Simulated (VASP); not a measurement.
An input for Ansatz (written as the equivalent of a VASP run, and not itself run):

Ansatz 0.2 input:
```yaml
crystal:
  lattice:
    - [-2.4480510, 2.4480510, 8.1336510]
    - [2.4480510, -2.4480510, 8.1336510]
    - [2.4480510, 2.4480510, -8.1336510]
  atoms:
    - { symbol: Sr, position: [0.6750600, 0.6750600, 0.0000000] }
    - { symbol: Sr, position: [0.3249400, 0.3249400, 0.0000000] }
    - { symbol: Sr, position: [0.5000000, 0.0000000, 0.5000000] }
    - { symbol: Sr, position: [0.0000000, 0.5000000, 0.5000000] }
    - { symbol: P, position: [0.8649400, 0.8649400, 0.0000000] }
    - { symbol: P, position: [0.1350600, 0.1350600, 0.0000000] }
    - { symbol: O, position: [0.5000000, 0.5000000, 0.0000000] }
kpoints:
  mp_grid: { grid: [5, 5, 5] }
hamiltonian:
  xc: lda
  pseudopotentials: { kind: paw }
scf:
  occupations: { method: fermi_dirac, width: 0.01 }
  max_iter: 100
output: { forces: true, stress: true, eigenvalues: true }
```

Task: Translate this input to VASP (INCAR, KPOINTS, POSCAR, choice of POTCAR).

Result: One answer among several that fit: 
### KPOINTS
```
Automatic mesh
0
Gamma
5 5 5
0 0 0
```

POSCAR:
```
Sr4P2O
1
   -2.4480510000     2.4480510000     8.1336510000
    2.4480510000    -2.4480510000     8.1336510000
    2.4480510000     2.4480510000    -8.1336510000
Sr P O
4 2 1
Direct
  0.6750600000   0.6750600000   0.0000000000
  0.3249400000   0.3249400000   0.0000000000
  0.5000000000   0.0000000000   0.5000000000
  0.0000000000   0.5000000000   0.5000000000
  0.8649400000   0.8649400000   0.0000000000
  0.1350600000   0.1350600000   0.0000000000
  0.5000000000   0.5000000000   0.0000000000
```

**INCAR**
```
SYSTEM = Sr4P2O
PREC = Accurate
ENCUT = 400
EDIFF = 1E-6
NELM = 100
ALGO = Normal
LREAL = .FALSE.
LASPH = .TRUE.
ISMEAR = -1
SIGMA = 0.01
LMAXMIX = 4
LWAVE = .FALSE.
LCHARG = .FALSE.
ISIF = 2
```

POTCAR, in this order: Sr_sv P O (LDA.64 set). Program: vasp_std.

The two are equivalent in intent, not identical: each code has its own PAW files, so the cut-off isn't converted (ENCUT is set for VASP's; basis.ecutwfc is left out, and Ansatz then takes the one that its files recommend); Ansatz stops its SCF on the density residual and VASP on the energy change (EDIFF); Ansatz's lda is the Perdew-Wang form, while the LDA potentials of VASP carry Perdew-Zunger's.

The structure comes from a computed database's Sr4P2O entry; how it stands against other phases isn't given here. The cell was not relaxed at this level.
